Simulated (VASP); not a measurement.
Method: PBE GGA, VASP's PBE PAW potentials (set 64) (plane waves; VASP).

Input for VASP

POSCAR:
```
Pb
1
    0.0000000000     2.4750000000     2.4750000000
    2.4750000000     0.0000000000     2.4750000000
    2.4750000000     2.4750000000     0.0000000000
Pb
1
Direct
  0.0000000000   0.0000000000   0.0000000000
```

KPOINTS:
```
Automatic mesh
0
Gamma
11 11 11
0 0 0
```

### INCAR
```
# general
SYSTEM =Pb
PREC   =Accurate
ENCUT  =400
LREAL  =.FALSE.
LASPH  =.TRUE.

# electronic loop
EDIFF  =1E-6
NELM   =100
ALGO   =Normal
LMAXMIX=4

# smearing
ISMEAR =1
SIGMA  =0.1

# functional
GGA    =PE

# ions
IBRION =2
NSW    =60
ISIF   =3
EDIFFG =-0.01

# output
LWAVE  =.FALSE.
LCHARG =.FALSE.
```

POTCAR, in this order: Pb_d (PBE.64 set). Program: vasp_std.

Q: What will the output report for the number of irreducible k-points (NKPTS), number of bands (NBANDS), largest plane-wave count, number of space-group operations, FFT grid (NGX, NGY, NGZ)?

A: 
| Quantity | Value |
|---|---|
| number of irreducible k-points (NKPTS) | 56 |
| number of bands (NBANDS) | 11 |
| largest plane-wave count | 560 |
| number of space-group operations | 48 |
| FFT grid (NGX, NGY, NGZ) | 24 × 24 × 24 |

The compound is Pb in the fcc structure. This run relaxes it. Symmetry was kept, so distortions that lower it aren't found.
